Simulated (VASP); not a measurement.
Set up this calculation in VASP 6.6.1, as the native input.

```
Task                               : single point
Functional                         : PBE0(alpha)
Potentials or basis                : VASP PAW PBE potentials, release 64 (Sb, C)
Cutoff                             : 520 eV
k mesh                             : 5 × 5 × 5
Occupations                        : fermi-dirac, width 0.05 eV
Spin                               : no spin polarisation
Share of exact exchange            : 0.15
Grid for exact exchange (PRECFOCK) : Fast
Exchange at q = 0                  : truncated
Further INCAR settings             : ALGO = Normal; EDIFF = 1e-07; NBANDS = 12
```

Crystal: SbC.

```
CELL_PARAMETERS angstrom
3.11468 0.00000 0.00000
0.00000 3.11468 0.00000
0.00000 0.00000 3.11468
ATOMIC_POSITIONS crystal
Sb 0.50000 0.50000 0.50000
C 0.00000 0.00000 0.00000
```

The cell was built by a generator and needn't be a form met in nature.

These files were run (other wordings do the same):

POSCAR

```
SbC
1.0
    3.1146800000      0.0000000000      0.0000000000
    0.0000000000      3.1146800000      0.0000000000
    0.0000000000      0.0000000000      3.1146800000
Sb C
1 1
Direct
    0.5000000000      0.5000000000      0.5000000000
    0.0000000000      0.0000000000      0.0000000000
```

INCAR.step1

```
PREC     = Accurate       # precision mode
ENCUT    = 520            # plane-wave cutoff, eV
EDIFF    = 1E-5           # SCF threshold, eV
ISMEAR   = -1             # smearing method
SIGMA    = 0.05           # smearing width, eV
LREAL    = False          # projectors in reciprocal space
LASPH    = True           # aspherical terms in the spheres
NELM     = 100            # most SCF steps
ALGO     = Normal         # electronic algorithm
ISIF     = 2              # what is computed and relaxed
LWAVE    = True           # write WAVECAR
LCHARG   = False          # write CHGCAR
NBANDS   = 12             # bands
GGA      = PE             # functional
```

INCAR.step2

```
PREC     = Accurate       # precision mode
ENCUT    = 520            # plane-wave cutoff, eV
EDIFF    = 1E-7           # SCF threshold, eV
ISMEAR   = -1             # smearing method
SIGMA    = 0.05           # smearing width, eV
LREAL    = False          # projectors in reciprocal space
LASPH    = True           # aspherical terms in the spheres
NELM     = 100            # most SCF steps
ALGO     = Normal         # electronic algorithm
ISIF     = 2              # what is computed and relaxed
LWAVE    = False          # write WAVECAR
LCHARG   = False          # write CHGCAR
GGA      = PE             # functional
LHFCALC  = True           # exact exchange
AEXX     = 0.15           # exact-exchange fraction
PRECFOCK = Fast         
HFRCUT   = -1           
NBANDS   = 12             # bands
ISTART   = 1
```

KPOINTS

```
Automatic mesh
0
Gamma
  5 5 5
```

Potentials or basis: VASP PAW PBE potentials, release 64 (Sb, C).

Command:

```sh
$ cat potpaw_PBE.64/Sb/POTCAR potpaw_PBE.64/C/POTCAR > POTCAR
$ cp INCAR.step1 INCAR
$ mpirun -np 1 vasp_std > vasp.out
$ cp INCAR.step2 INCAR
$ mpirun -np 1 vasp_std > vasp.out
```

Results of the run:

The pressure is -1.7 GPa and the band gap on the k mesh is none (metal or under the smearing width).

Caveat: the k mesh is coarse (spacing up to 0.40 Å⁻¹), so the values aren't converged, least of all with exact exchange; the PAW data sets were made with another functional, which shifts forces and pressure a little.

It took 61 s on 1 thread of Intel(R) Xeon(R) 6975P-C (Granite Rapids) (shared host), peak memory 0.14 GiB.
